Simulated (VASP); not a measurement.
Consider the following.

```
EuRh3B
1.0
    4.18800     0.00000     0.00000
    0.00000     4.18800     0.00000
    0.00000     0.00000     4.18800
Rh Eu B
3 1 1
Direct
  0.00000   0.50000   0.50000
  0.50000   0.00000   0.50000
  0.50000   0.50000   0.00000
  0.00000   0.00000   0.00000
  0.50000   0.50000   0.50000
```
Starting moments (μB, in the order of the record's atoms Rh Rh Rh Eu B): 0.0 0.0 0.0 7.0 0.0.

Computed with PBEsol GGA, VASP's PBE PAW potentials (set 64) (plane waves; VASP). Numerical set-up: 400 eV cut-off, 6×6×6 Γ-centred mesh, Gaussian smearing of 0.050 eV, potentials Rh_pv Eu B.

At this cut-off the stress carries a Pulay error, which pulls relaxed volumes low.

Estimate the cell moment, energy per atom (σ→0), pressure, band gap (on the k-mesh) with the smallest direct gap where there is one.

- band gap (on the k-mesh) = none (metal, semimetal or under 0.01 eV)
- cell moment = 5.80 μB
- energy per atom (σ→0) = -9.146 eV/atom
- pressure = -2.00 GPa

Give the moment on each site (PAW-sphere projection).

```json
[
 {"site": "Rh1", "moment (μB)": "-0.25"},
 {"site": "Rh2", "moment (μB)": "-0.25"},
 {"site": "Rh3", "moment (μB)": "-0.25"},
 {"site": "Eu4", "moment (μB)": "6.27"},
 {"site": "B5", "moment (μB)": "0.01"}
]
```

The structure comes from a measured EuBRh3 entry of the Crystallography Open Database, whose conditions weren't checked. The cell was not relaxed at this level.
